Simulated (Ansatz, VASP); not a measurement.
**One calculation of Al5Sn, two programs**

```
CELL_PARAMETERS angstrom
5.55897 0.00000 0.00000
-2.77949 4.81421 0.00000
0.00000 0.00000 4.46376
ATOMIC_POSITIONS crystal
Al 0.00000 0.50000 0.50000
Al 0.33333 0.66667 0.00000
Al 0.66667 0.33333 0.00000
Al 0.50000 0.00000 0.50000
Al 0.50000 0.50000 0.50000
Sn 0.00000 0.00000 0.00000
```

Change from the starting cell: species swapped into the CeFe5 type (P6/mmm, No. 191).

Alike in both runs: task relaxation of cell and atoms; functional PBE; k mesh 9 × 9 × 8; occupations gaussian, width 0.1 eV; no spin polarisation.

|  | VASP | Ansatz |
| --- | --- | --- |
| version | VASP 6.6.1 | Ansatz 0.2.0 |
| potentials or method | VASP PAW PBE potentials, release 64 (Al, Sn_d) | scalar-relativistic, plane waves, PAW |
| plane-wave cutoff (eV) | 600 | 420 |
| valence electrons in the cell | 29 | 29 |

|  | VASP | Ansatz | Ansatz less VASP |
| --- | --- | --- | --- |
| gap on the k mesh at the Fermi level, each at its own relaxed structure (eV) | none | none | - |
| relaxed volume (Å³/atom) | 19.83 | 19.84 | +0.018 |
| relaxed cell length with the largest relative difference (Å) | 5.499 | 5.501 | +0.0023 |
| energy change over the relaxation (meV/atom) | -4 | -3 | +0.1 |

A gap of «none» marks a metal or a gap that the smearing closes.

Caveats: the bands computed are all filled at some k points, so no gap is given.
